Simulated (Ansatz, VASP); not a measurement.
# CoSi2: VASP beside Ansatz, part 2 of 2

One calculation is typed for both programs; each brings its own data sets. How far apart do they land? The cell is taken from a series of runs on this material, whose earlier steps may have relaxed, scaled, displaced or heated it; both programs get it as it stands.

VASP 6.6.1 and Ansatz 0.2.0.

So far: The starting structure; VASP: relaxation of cell and atoms, LDA; Ansatz: relaxation of cell and atoms, LDA; Comparison.

**5. VASP: zone-centre phonons, LDA**

Level of this step: LDA, no spin polarisation; plane waves and PAW (Si, Co) (VASP).

Second derivatives magnify differences that forces hide, and they need a tight electronic threshold.

File INCAR:

```
SYSTEM = CoSi2
PREC = Accurate
ENCUT = 600
EDIFF = 1E-08
NELM = 120
ISMEAR = 1
SIGMA = 0.2
LREAL = .FALSE.
ALGO = Normal
GGA = PW92
NBANDS = 14
LASPH = .TRUE.
LORBIT = 11
LWAVE = .FALSE.
LCHARG = .FALSE.
ISIF = 2
IBRION = 8
GGA_COMPAT = .FALSE.
KPAR = 2
```

File POSCAR:

```
CoSi2
1.0
    0.0000000000      2.5460243093      2.5460243093
    2.5460243093      0.0000000000      2.5460243093
    2.5460243093      2.5460243093      0.0000000000
Si Co
2 1
Direct
    0.2500000000      0.2500000000      0.2500000000
    0.7500000000      0.7500000000      0.7500000000
    0.0000000000      0.0000000000      0.0000000000
```

File KPOINTS:

```
Automatic mesh
0
Gamma
16 16 16
0 0 0
```

PAW data sets: Si and Co (LDA family, release 64).

Started as:

```console
> mpirun -np 2 vasp_std
```

Numbers of over 12 decimals in the logs are rounded to 6 here.

Log:

```text
[banner, memory and clock lines left out]
running    2 mpi-ranks, on    1 nodes
[...]
[... a notice as in an earlier step ...]

 LDA part: xc-table for (Slater(with rela. corr.)+PW92), standard interpolation
 POSCAR, INCAR and KPOINTS ok, starting setup
[...]
entering main loop
       N       E                     dE             d eps       ncg     rms          rms(c)
DAV:   1     0.738074142448E+02    0.73807E+02   -0.78409E+03  4060   0.136E+03
DAV:   2    -0.186345063664E+02   -0.92442E+02   -0.84724E+02  4216   0.253E+02
DAV:   3    -0.229473673779E+02   -0.43129E+01   -0.42013E+01  5328   0.614E+01
DAV:   4    -0.230329105244E+02   -0.85543E-01   -0.85439E-01  4854   0.809E+00
[...]
DAV:  13    -0.216393450215E+02    0.49749E-06   -0.20353E-06  5354   0.157E-02    0.583E-03
DAV:  14    -0.216393449452E+02    0.76283E-07   -0.41337E-07  6172   0.127E-02    0.223E-03
DAV:  15    -0.216393449382E+02    0.70070E-08   -0.26039E-08  4432   0.176E-03
   1 F= -.21639345E+02 E0= -.21639552E+02  d E =0.620601E-03
[...]
RMM:  12    -0.194921370058E-01    0.11487E-07   -0.89322E-09 32281   0.283E-05    0.321E-06
RMM:  13    -0.194921191080E-01    0.17898E-07   -0.83044E-09 32418   0.168E-05    0.988E-07
RMM:  14    -0.194921196658E-01   -0.55781E-09   -0.74585E-09 28974   0.121E-05    0.339E-07
 first order change of Fermi-energy   0.25652E-05
 force on displaced ion       1 direction 1 : -14.058   0.000   0.000
 Linear response progress:
  Degree of freedom:   2/  2
       N       E                     dE             d eps       ncg     rms          rms(c)
RMM:   1    -0.179171318692E+00   -0.17917E+00   -0.12841E-01 15727   0.279E+00
RMM:   2    -0.175658907763E+00    0.35124E-02   -0.33134E-03 13766   0.810E-01    0.206E-01
RMM:   3    -0.175588632671E+00    0.70275E-04   -0.73926E-04 15325   0.215E-01    0.120E-01
RMM:   4    -0.176240294386E+00   -0.65166E-03   -0.37393E-04 16477   0.143E-01    0.110E-02
[...]
RMM:   9    -0.176210619700E+00    0.29945E-05   -0.23234E-08 15936   0.125E-03    0.197E-04
RMM:  10    -0.176210498872E+00    0.12083E-06   -0.21955E-09 15784   0.513E-04    0.481E-05
RMM:  11    -0.176210505751E+00   -0.68792E-08   -0.24713E-09 17789   0.210E-04    0.254E-05
 first order change of Fermi-energy   0.24599E-03
 force on displaced ion       3 direction 1 : -19.116   0.000   0.000
 Linear response finished
```

From OUTCAR (step 5):

```text
  Total        5.6033529      5.6033529      5.6033529      0.0000000      0.0000000     -0.0000000
  in kB      271.9824746    271.9824746    271.9824746      0.0000000      0.0000000     -0.0000000
  external PRESSURE =     271.9824746 kB  Pullay stress =       0.0000000 kB

 POSITION                                       TOTAL-FORCE (eV/Angst)
 -----------------------------------------------------------------------------------
      1.27301      1.27301      1.27301        -0.000000     -0.000000     -0.000000
      3.81904      3.81904      3.81904         0.000000      0.000000      0.000000
      0.00000      0.00000      0.00000         0.000000     -0.000000      0.000000
 -----------------------------------------------------------------------------------
    total drift:                                0.000000     -0.000000     -0.000000

[... 2 further parts left out ...]
```

**6. Ansatz: zone-centre phonons, LDA**

The same cell, functional (in two slightly different forms), mesh and smearing now go to Ansatz, which takes its cutoff from its data sets.

The cell is taken from a series of runs on this material, whose earlier steps may have relaxed, scaled, displaced or heated it; both programs get it as it stands.

File input.yaml:

```yaml
crystal:
  lattice:
    - [0.0, 2.5460243093, 2.5460243093]
    - [2.5460243093, 0.0, 2.5460243093]
    - [2.5460243093, 2.5460243093, 0.0]
  atoms:
    - { symbol: Si, position: [0.25, 0.25, 0.25] }
    - { symbol: Si, position: [0.75, 0.75, 0.75] }
    - { symbol: Co, position: [0.0, 0.0, 0.0] }
kpoints:
  mp_grid: { grid: [16, 16, 16] }
hamiltonian:
  xc: lda
  pseudopotentials: { kind: paw, azcp: { folder: soft_1 }, xc_functional: pbe }
scf:
  occupations: { method: methfessel_paxton, width: 0.2 }
output:
  eigenvalues: true
phonons:
  method: dfpt
```

Started as:

```console
> ansatz run input.yaml --threads 4 --pin off --max-ram 10240MiB --backend cpu --events-out ev --progress --plain --runs-dir out
```

Log:

```text
zone centre: on kpoints.mp_grid the ground state, and the responses unless they are solved on pairs of k-points, stand on 349 of the mesh's 4096 k-points, reduced under 8 symmetry operations, with k and −k counted as one. Each operation leaves every solved displacement unchanged or reverses it
[...]
Crystal: 3 atoms, lattice volume = 33.008 Å³
[...]
k mesh reduced under 8 symmetry operations, with k and −k counted as one. Each operation leaves every solved displacement unchanged or reverses it
  ASR residual: 1.634e-5 → 0.000e0 eV/Å²; symmetrization residual: 1.662e-7 eV/Å²
  ASR residual per site (eV/Å²): 6.77e-6 6.77e-6 1.63e-5
  Γ frequencies (cm⁻¹): 0.00 0.00 0.00 422.22 422.22 422.22 423.19 423.19 423.19
  non-analytic LO–TO correction: not included (Born effective charges unavailable; polar crystals: no LO–TO splitting at Γ)
[key lines of the parts left out:]
SCF converged after 11 iterations
Free energy (F): -6281.643799 eV
Fermi energy:    15.199629 eV
```

**7. Differences**

What differs besides the data sets and the points named for the pairs above, as far as they apply: the data sets hold 25 valence electrons in Ansatz (on its PAW soft_1 files) and 17 in VASP. Total energies have different zeros and are not compared.

Both answers:

```
                  quantity  Ansatz   VASP  difference
optical mode 1 to 3 (cm⁻¹)   422.2  423.9     -0.40 %
optical mode 4 to 6 (cm⁻¹)   423.2  425.2     -0.46 %
```

Modes are paired by rising frequency, not by their patterns, so a pair may set unlike modes beside each other; they are those without the splitting of longitudinal modes.

**8. Outcome**

```
difference in volume (relaxation of cell and atoms, LDA)                                                          : -0.013 %
r.m.s. difference of the optical zone-centre modes, each program's sorted by frequency (zone-centre phonons, LDA) : 1.8 cm⁻¹
```

What this shows: The difference in volume is -0.013 % (relaxation of cell and atoms, LDA), within the 1.2 % picked in this series as the mark of a large difference, as far as the stopping tolerances let one tell. The data sets hold unlike numbers of valence electrons (25 in Ansatz and 17 in VASP), so part of the differences comes from the potentials. Such differences can come from data sets, numerical settings and the points named under the comparisons, not from the functional's error against experiment.

[Lines on the potential files, build, host, timing and source positions are cut from VASP's logs without a mark.]

[Logs are printed without paths, hosts, clocks, repeated set-up lines and the standing remarks that a program may print on its own settings, such as how far it seeks lower states.]

[Hosts, paths, dates, database ids (printed as entryN), source tags and the programs' standing remarks are cut or masked in the printed files.]
